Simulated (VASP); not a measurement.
Set up this calculation in VASP 6.6.1, as the native input.

```
Task                   : relaxation of cell and atoms
Functional             : r2SCAN
Potentials or basis    : VASP PAW PBE potentials, release 64 (Sn_d, Se)
Cutoff                 : 600 eV
k mesh                 : 9 × 9 × 5
Occupations            : gaussian, width 0.03 eV
Spin                   : no spin polarisation
Target pressure        : 5.1 GPa
Further INCAR settings : ALGO = Normal; EDIFF = 1e-07; IBRION = 2; EDIFFG = -0.005; NSW = 90; ISIF = 3
Target pressure        : 5.1 GPa
```

The structure of SnSe2 lies in POSCAR:

```
SnSe2                                   
1.0
    3.7714986158      0.0000000000     -0.0000000000
   -1.8857493079      3.2662136116     -0.0000000000
    0.0000000000      0.0000000000      5.8216975071
  Sn              Se            
     1     2
Direct
     0.0000000000000000    0.0000000000000000    0.0000000000000000
     0.3333333332999970    0.6666666667000030    0.2698564498015409
     0.6666666667000030    0.3333333332999970    0.7301435501984590
```

One way to write it, as run:

INCAR

```
ALGO = Normal
EDIFF = 1E-7
EDIFFG = -0.005
ENCUT = 600
IBRION = 2
ISIF = 3
ISMEAR = 0
LASPH = T
LCHARG = F
LMIXTAU = T
LREAL = F
LWAVE = F
METAGGA = R2SCAN
NELM = 80
NSW = 90
PREC = Accurate
PSTRESS = 51.0
SIGMA = 0.03
```

KPOINTS

```
k-points
0
Gamma
  9 9 5
```

Potentials or basis: VASP PAW PBE potentials, release 64 (Sn_d, Se).

Run with:

```console
$ cat potpaw_PBE.64/Sn_d/POTCAR potpaw_PBE.64/Se/POTCAR > POTCAR
$ mpirun -np 1 vasp_std > vasp.out
```

It gave:

```yaml
Pressure_after_relaxing: 5.1 GPa
Largest_force_after_relaxing: 0.004 eV/Å
Band_gap_on_the_k_mesh: 0.67 eV, indirect (least direct gap 1.37 eV)
```

Caveat: the relaxation stopped at its first step, so nothing moved; the cell is relaxed towards a set pressure, so the enthalpy falls and the energy may rise; the PAW data sets were made with another functional, which shifts forces and pressure a little; spin-orbit coupling is left out, which moves the levels of the heavy elements; an odd mesh through Γ misses points on the zone boundary, where band edges often lie.

Run time: 2.8 min on 1 thread of Intel(R) Xeon(R) 6975P-C (Granite Rapids), with other jobs on the host, peak memory 0.26 GiB.
